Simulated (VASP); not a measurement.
# RbGeN (P4/mmm) in VASP: single point with PBE

Aim: the single point of RbGeN with PBE.

Program: VASP 6.6.1. These are calculated values, not measurements. Logs are shortened: lines on timing, memory, paths and dates and some standing lists are left out, and cuts for length are marked.

**1. The cell of the first run**

The structure is tetragonal, space group P4/mmm (No. 123). Conventional cell: a = 4.900 Å, b = 4.900 Å, c = 3.800 Å, α = 90.00°, β = 90.00°, γ = 90.00°. Around Rb (site symmetry 4/mmm) lie 4 Ge at 3.47 Å and 2 Rb at 3.80 Å and 8 N at 3.95 Å. Ge (site symmetry 4/mmm) has 2 N at 1.90 Å as nearest neighbours. N (site symmetry 4/mmm) has 2 Ge at 1.90 Å as nearest neighbours.

The cell was built by a generator and needn't be a form met in nature.

**2. Single point, PBE (random cell by space group and Wyckoff sites (P4/mmm, No. 123))**

INCAR reads:

```
  PREC = Accurate
  ENCUT = 520
  EDIFF = 1E-6
  ISMEAR = 0
  SIGMA = 0.1
  LREAL = False
  LASPH = True
  NELM = 100
  ALGO = Fast
  ISIF = 2
  LWAVE = False
  LCHARG = False
  GGA = PE
  NBANDS = 21
```

KPOINTS reads:

```
regular mesh
0
Gamma
  10 10 12
```

POSCAR reads:

```
RbGeN
1.0
    4.9003216864      0.0000000000      0.0000000000
    0.0000000000      4.9003216864      0.0000000000
    0.0000000000      0.0000000000      3.7997243216
Rb Ge N
1 1 1
Direct
    0.5000000000      0.5000000000      0.5000000000
    0.0000000000      0.0000000000      0.5000000000
    0.0000000000      0.0000000000      0.0000000000
```

Potentials or basis: VASP PAW PBE potentials, release 64 (Rb_sv, Ge_d, N).

Started as:

```bash
> cat potpaw_PBE.64/Rb_sv/POTCAR potpaw_PBE.64/Ge_d/POTCAR potpaw_PBE.64/N/POTCAR > POTCAR
> mpirun -np 1 vasp_std > vasp.out
```

OUTCAR:

```text
PREC = Accurate
   ENCUT = 520
   EDIFF = 1E-6
   ISMEAR = 0
   LREAL = False
   LASPH = True
   NELM = 100
   ISIF = 2
   GGA = PE

 ion  position               nearest neighbor table
   1  0.500  0.500  0.500-   2 3.47   2 3.47   2 3.47   2 3.47
   2  0.000  0.000  0.500-   3 1.90   3 1.90   1 3.47   1 3.47   1 3.47   1 3.47
   3  0.000  0.000  0.000-   2 1.90   2 1.90

  LATTYP: Found a simple tetragonal cell.
 ALAT       =     4.9003216864
 C/A-ratio  =     0.7754030378

  Lattice vectors:

 A1 = (   4.9003216864,   0.0000000000,   0.0000000000)
 A2 = (   0.0000000000,   4.9003216864,   0.0000000000)
 A3 = (   0.0000000000,   0.0000000000,   3.7997243216)

Analysis of symmetry for initial positions (statically):
=====================================================================
 Subroutine PRICEL returns:
 Original cell was already a primitive cell.

 Routine SETGRP: Setting up the symmetry group for a
 simple tetragonal supercell.

 Subroutine GETGRP returns: Found 16 space group operations
 (whereof 16 operations were pure point group operations)
 out of a pool of 16 trial point group operations.

The static configuration has the point symmetry D_4h.

Analysis of symmetry for dynamics (positions and initial velocities):
=====================================================================
 Subroutine PRICEL returns:
 Original cell was already a primitive cell.

 Routine SETGRP: Setting up the symmetry group for a
 simple tetragonal supercell.

 Subroutine GETGRP returns: Found 16 space group operations
 (whereof 16 operations were pure point group operations)
 out of a pool of 16 trial point group operations.

The dynamic configuration has the point symmetry D_4h.

 Subroutine INISYM returns: Found 16 space group operations
 (whereof 16 operations are pure point group operations),
 and found     1 'primitive' translations

----------------------------------------------------------------------------------------

                                     Primitive cell

  volume of cell :      91.2434

  direct lattice vectors                    reciprocal lattice vectors
     4.900321686  0.000000000  0.000000000     0.204068236  0.000000000  0.000000000
     0.000000000  4.900321686  0.000000000     0.000000000  0.204068236  0.000000000
     0.000000000  0.000000000  3.799724322     0.000000000  0.000000000  0.263176987

  length of vectors
     4.900321686  4.900321686  3.799724322     0.204068236  0.204068236  0.263176987

  position of ions in fractional coordinates (direct lattice)
     0.500000000  0.500000000  0.500000000
     0.000000000  0.000000000  0.500000000
     0.000000000  0.000000000  0.000000000

  ion indices of the primitive-cell ions
   primitive index   ion index
                 1           1
                 2           2
                 3           3

----------------------------------------------------------------------------------------

 KPOINTS: regular mesh

Automatic generation of k-mesh.
 Grid dimensions read from file:
 generate k-points for:   10   10   12

 Generating k-lattice:

  Cartesian coordinates                     Fractional coordinates (reciprocal lattice)
     0.020406824  0.000000000  0.000000000     0.100000000  0.000000000  0.000000000
     0.000000000  0.020406824  0.000000000     0.000000000  0.100000000  0.000000000
     0.000000000  0.000000000  0.021931416     0.000000000  0.000000000  0.083333333

  Length of vectors
     0.020406824  0.020406824  0.021931416

  Shift w.r.t. Gamma in fractional coordinates (k-lattice)
     0.000000000  0.000000000  0.000000000

 Subroutine IBZKPT returns following result:
 ===========================================

 Found    147 irreducible k-points:

 Following reciprocal coordinates:
            Coordinates               Weight
  0.000000  0.000000  0.000000      1.000000
  0.100000  0.000000  0.000000      4.000000
  0.200000  0.000000  0.000000      4.000000
  0.300000  0.000000  0.000000      4.000000
  0.400000  0.000000  0.000000      4.000000
  0.500000  0.000000  0.000000      2.000000
[... 16 lines left out ...]
  0.100000  0.000000  0.083333      8.000000
  0.200000  0.000000  0.083333      8.000000
 [... further k-points ...]
   k-points           NKPTS =    147   k-points in BZ     NKDIM =    147   number of bands    NBANDS=     21
   number of dos      NEDOS =    301   number of ions     NIONS =      3
   total plane-waves  NPLWV =  36288
   dimension x,y,z NGX =    36 NGY =   36 NGZ =   28
   dimension x,y,z NGXF=    72 NGYF=   72 NGZF=   56
   ions per type =               1   1   1
   NGX,Y,Z   is equivalent  to a cutoff of  12.21, 12.21, 12.25 a.u.
   NGXF,Y,Z  is equivalent  to a cutoff of  24.43, 24.43, 24.50 a.u.
 SYSTEM =  unknown system
   PREC   = accura    normal or accurate (medium, high low for compatibility)
   ISTART =      0    job   : 0-new  1-cont  2-samecut
   ICHARG =      2    charge: 1-file 2-atom 10-const
   ISPIN  =      1    spin polarized calculation?
   LNONCOLLINEAR =      F non collinear calculations
   LSORBIT =      F    spin-orbit coupling
   LASPH  =      T    aspherical Exc in radial PAW
   ENCUT  =  520.0 eV  38.22 Ry    6.18 a.u.   9.11  9.11  7.06*2*pi/ulx,y,z
   NELM   =    100;   NELMIN=  2; NELMDL= -5     # of ELM steps
   EDIFF  = 0.1E-05   stopping-criterion for ELM
   LREAL  =      F    real-space projection
   EDIFFG = 0.1E-04   stopping-criterion for IOM
   NSW    =      0    number of steps for IOM
   IBRION =     -1    ionic relax: 0-MD 1-quasi-New 2-CG
   NFREE  =      0    steps in history (QN), initial steepest desc. (CG)
   ISIF   =      2    stress and relaxation
   ISYM   =      2    0-nonsym 1-usesym 2-fastsym
   POTIM  = 0.5000    time-step for ionic-motion
   TEBEG  =    0.0;   TEEND  =   0.0 temperature during run
   PSTRESS=    0.0 pullay stress
   NELECT =      28.0000    total number of electrons
   NUPDOWN=      -1.0000    fix difference up-down
   EMIN   =  10.00;   EMAX   =-10.00  energy-range for DOS
   EFERMI =   0.00;   METHOD = LEGACY
   ISMEAR =     0;   SIGMA  =   0.10  broadening in eV -4-tet -1-fermi 0-gaus
   EFERMI_NEDOS =   21; number of points for ismear=-14 and -15
   IALGO  =     68    algorithm
   IMIX   =      4    mixing-type and parameters
     AMIX     =   0.40;   BMIX     =  1.00
     AMIX_MAG =   1.60;   BMIX_MAG =  1.00
  volume/ion in A,a.u.               =      30.41       205.25
  Fermi-wavevector in a.u.,A,eV,Ry     =   1.104232  2.086696 16.589976  1.219329
  Thomas-Fermi vector in A             =   2.240702
   LORBIT       =      0    0 simple, 1 ext, 2 COOP (PROOUT), +10 PAW based schemes
   GGA     = PE    functional components
   LHFCALC =     F    Hartree Fock is set to
   AEXX    =    0.0000 exact exchange contribution
   IVDW    =     0    specifies the selected vdW correction
   LEPSILON=     F    determine dielectric tensor
   LRPA    =     F    only Hartree local field effects (RPA)
 non-spin polarized calculation
 RMM-DIIS sequential band-by-band and
 Gauss-broadening in eV      SIGMA  =   0.10
  energy-cutoff  :      520.00
  volume of cell :       91.24
 maximum number of plane-waves:      2528
   NGX = 19   NGY = 19   NGZ = 15

 number of electron      27.9999980 magnetization

 Free energy of the ion-electron system (eV)
  ---------------------------------------------------
  ext. energy  EPLUGINS =         0.00000000
  ---------------------------------------------------
  free energy    TOTEN  =       -12.10331778 eV

  energy without entropy =      -12.09625466  energy(sigma->0) =      -12.09978622

 E-fermi :   1.9436     XC(G=0):  -7.6915

 val. band max:        1.9338459562   @ k =   0.4000   0.2000   0.3333
 cond. band min:       1.9489205019   @ k =   0.5000   0.3000   0.4167
 fundamental gap:      0.0150745457
 Fermi energy:         1.9435532999

 k-point     1 :       0.0000    0.0000    0.0000
  band No.  band energies     occupation
      1     -26.5478      2.00000
      2     -22.9461      2.00000
      3     -22.8902      2.00000
      4     -22.8852      2.00000
      5     -22.7904      2.00000
      6     -22.7904      2.00000
[... 13 lines left out ...]
     20       6.4859      0.00000
     21       8.9887      0.00000

 k-point     2 :       0.1000    0.0000    0.0000
  band No.  band energies     occupation
      1     -26.5476      2.00000
      2     -22.9461      2.00000
      3     -22.8902      2.00000
      4     -22.8851      2.00000
      5     -22.7904      2.00000
      6     -22.7904      2.00000
[... 13 lines left out ...]
     20       6.7110      0.00000
     21       8.9381      0.00000

 k-point     3 :       0.2000    0.0000    0.0000
  band No.  band energies     occupation
      1     -26.5469      2.00000
      2     -22.9461      2.00000
      3     -22.8903      2.00000
      4     -22.8851      2.00000
      5     -22.7904      2.00000
      6     -22.7904      2.00000
[... 13 lines left out ...]
     20       7.2179      0.00000
     21       8.7715      0.00000

 k-point     4 :       0.3000    0.0000    0.0000
  band No.  band energies     occupation
      1     -26.5461      2.00000
      2     -22.9461      2.00000
      3     -22.8903      2.00000
      4     -22.8850      2.00000
      5     -22.7904      2.00000
      6     -22.7904      2.00000
[... 13 lines left out ...]
     20       7.7965      0.00000
     21       8.6069      0.00000

 k-point     5 :       0.4000    0.0000    0.0000
  band No.  band energies     occupation
      1     -26.5454      2.00000
      2     -22.9461      2.00000
      3     -22.8904      2.00000
      4     -22.8849      2.00000
      5     -22.7905      2.00000
      6     -22.7904      2.00000
[... 13 lines left out ...]
     20       8.2758      0.00000
     21       8.4890      0.00000
[... 382 lines left out ...]
     20       8.1465      0.00000
     21       8.7793      0.00000

 k-point    22 :       0.0000    0.0000    0.0833
  band No.  band energies     occupation
      1     -26.5447      2.00000
      2     -22.9423      2.00000
      3     -22.8902      2.00000
      4     -22.8852      2.00000
      5     -22.7909      2.00000
      6     -22.7909      2.00000
[... 13 lines left out ...]
     20       6.5264      0.00000
     21       8.5617      0.00000

 k-point    23 :       0.1000    0.0000    0.0833
  band No.  band energies     occupation
      1     -26.5444      2.00000
      2     -22.9424      2.00000
      3     -22.8902      2.00000
      4     -22.8851      2.00000
      5     -22.7909      2.00000
      6     -22.7909      2.00000
[... 13 lines left out ...]
     20       6.7398      0.00000
     21       8.4879      0.00000

 k-point    24 :       0.2000    0.0000    0.0833
  band No.  band energies     occupation
      1     -26.5438      2.00000
      2     -22.9424      2.00000
      3     -22.8903      2.00000
      4     -22.8851      2.00000
      5     -22.7909      2.00000
      6     -22.7909      2.00000
[... 13 lines left out ...]
     20       7.2239      0.00000
     21       8.3196      0.00000

 [... further k-points ...]

------------------------ aborting loop because EDIFF is reached ----------------------------------------

  FORCE on cell =-STRESS in cart. coord.  units (eV):
  Direction    XX          YY          ZZ          XY          YZ          ZX
  --------------------------------------------------------------------------------------
  -------------------------------------------------------------------------------------
  Total       -0.0209152     -0.0209152     -0.0550687      0.0000000      0.0000000      0.0000000
  in kB       -0.3672573     -0.3672573     -0.9669729      0.0000000      0.0000000      0.0000000
  external PRESSURE =      -0.5671625 kB  Pullay stress =       0.0000000 kB

 VOLUME and BASIS-vectors are now :
 -----------------------------------------------------------------------------
  energy-cutoff  :      520.00
  volume of cell :       91.24
      direct lattice vectors                 reciprocal lattice vectors
     4.900321686  0.000000000  0.000000000     0.204068236  0.000000000  0.000000000
     0.000000000  4.900321686  0.000000000     0.000000000  0.204068236  0.000000000
     0.000000000  0.000000000  3.799724322     0.000000000  0.000000000  0.263176987

 POSITION                                       TOTAL-FORCE (eV/Angst)
 -----------------------------------------------------------------------------------
      2.45016      2.45016      1.89986         0.000000      0.000000      0.000000
      0.00000      0.00000      1.89986         0.000000      0.000000      0.000000
      0.00000      0.00000      0.00000         0.000000      0.000000      0.000000
 -----------------------------------------------------------------------------------
    total drift:                                0.000000      0.000000      0.000000

  FREE ENERGIE OF THE ION-ELECTRON SYSTEM (eV)
  ---------------------------------------------------
  free  energy   TOTEN  =       -12.1033177777 eV

  energy  without entropy=      -12.0962546610  energy(sigma->0) =      -12.09978622
```

Wall time 6.6 min (1 thread of Intel Xeon Platinum 8488C (Sapphire Rapids), shared host); peak memory 0.42 GiB.

What came out:

```yaml
Free_energy: -12.1033 eV
Pressure: -0.1 GPa
Band_gap_on_the_k_mesh: none (metal or under the smearing width)
```

Levels at points of the mesh, in eV from the Fermi level:
```tsv
k point	band 12	band 13	band 14	band 15	band 16	band 17
(0.00, 0.00, 0.00)	-4.56	-3.37	-3.37	1.05	1.89	3.15
(0.50, 0.00, 0.00)	-4.15	-4.11	-3.53	1.34	2.46	2.52
(0.50, 0.50, 0.00)	-4.22	-3.72	-3.72	1.84	2.26	2.26
(0.00, 0.00, 0.50)	-2.18	-2.18	0.48	0.48	0.91	3.12
(0.50, 0.00, 0.50)	-2.38	-2.11	-1.18	-0.12	1.89	2.44
(0.50, 0.50, 0.50)	-2.47	-2.47	-0.28	-0.28	1.77	3.62
```
